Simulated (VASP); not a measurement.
Input:

```yaml
crystal:
  lattice:
    - [0.00000, 2.52589, 2.52589]
    - [2.52589, 0.00000, 2.52589]
    - [2.52589, 2.52589, 0.00000]
  atoms:
    - { symbol: Ag, position: [0.00000, 0.00000, 0.00000] }
    - { symbol: Cl, position: [0.50000, 0.50000, 0.50000] }
```

Method: PBE GGA, VASP's PBE PAW potentials (set 64) (plane waves; VASP). Numerical set-up: 500 eV cut-off, 9×9×9 Γ-centred mesh, Gaussian smearing of 0.050 eV, potentials Ag Cl.

### Question
What does the run give for the energy per atom (σ→0), pressure?

### Answer

```json
{
  "energy per atom (σ→0)": "-2.297 eV/atom",
  "pressure": "30.01 GPa"
}
```

The absolute energy has meaning only against runs of the same code, potentials and settings.

The compound is AgCl in the rock salt structure. It was relaxed first under an external pressure of 30 GPa.
